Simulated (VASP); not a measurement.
Level of theory: PBEsol GGA, VASP's PBE PAW potentials (set 64) (plane waves; VASP).

VASP ran on this input.

File POSCAR:
```
CoSi
1
   -1.6695147291     1.6695147291     3.8013322158
    1.6695147291    -1.6695147291     3.8013322158
    1.6529026423     1.6529026423    -3.8013322158
Co Si
2 2
Direct
  0.7081124615   0.7081124615   0.0000000000
  0.4581124615   0.9581124615   0.5000000000
  0.2078875385   0.2078875385   0.0000000000
  0.9578875385   0.4578875385   0.5000000000
```

### INCAR
```
SYSTEM = CoSi
PREC = Accurate; ENCUT = 480; LREAL = .False.
LASPH = .True.
EDIFF = 1E-7; NELM = 100; ALGO = Normal
LMAXMIX = 4
ISMEAR = 1; SIGMA = 0.1
GGA = PS
ISIF = 2
LWAVE = .False.; LCHARG = .False.
```

**KPOINTS**
```
Automatic
0
Gamma
 12 12 12
```

POTCAR, in this order: Co Si (PBE.64 set). Program: vasp_std.

Q: What will the output report for the number of irreducible k-points (NKPTS), number of bands (NBANDS), largest plane-wave count, number of space-group operations, FFT grid (NGX, NGY, NGZ)?

A: 
```yaml
number of irreducible k-points (NKPTS): 280
number of bands (NBANDS): 17
largest_plane_wave_count: 1024
number_of_space_group_operations: 4
FFT grid (NGX, NGY, NGZ): 32 × 32 × 32
```

The structure was generated: CoSi was put into the NbAs type (I4_1md), which need not be its known phase. This cell was strained or had an atom moved on purpose. The run is not spin-polarised, so no magnetic state was tried.
